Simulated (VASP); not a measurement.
Given:

```
Nb
1.0
   -1.65000     1.65000     1.65000
    1.65000    -1.65000     1.65000
    1.65000     1.65000    -1.65000
Nb
1
Direct
  0.00000   0.00000   0.00000
```

All values below come from PBEsol GGA, VASP's PBE PAW potentials (set 64) (plane waves; VASP). Settings: 400 eV cut-off, 14×14×14 Γ-centred mesh, first-order Methfessel-Paxton smearing of 0.10 eV, potentials Nb_sv.

Energy and stress use the plane-wave basis of the starting cell.

### Question
The ions, cell shape and volume are relaxed. Predict the relaxed structure.

### Answer

```
Nb
1.0
   -1.63324     1.63324     1.63324
    1.63324    -1.63324     1.63324
    1.63324     1.63324    -1.63324
Nb
1
Direct
  0.00000   0.00000   0.00000
```
Space group Im-3m (229), at a tolerance of 0.03 Å.

### Question
How do energy and volume change from the first to the last step?

### Answer
The energy (σ→0) changes by -9.1 meV/atom and the volume by -3.0 %, in 4 ionic steps.

The compound is Nb in the bcc structure. This run relaxes it. Symmetry was kept, so distortions that lower it aren't found.
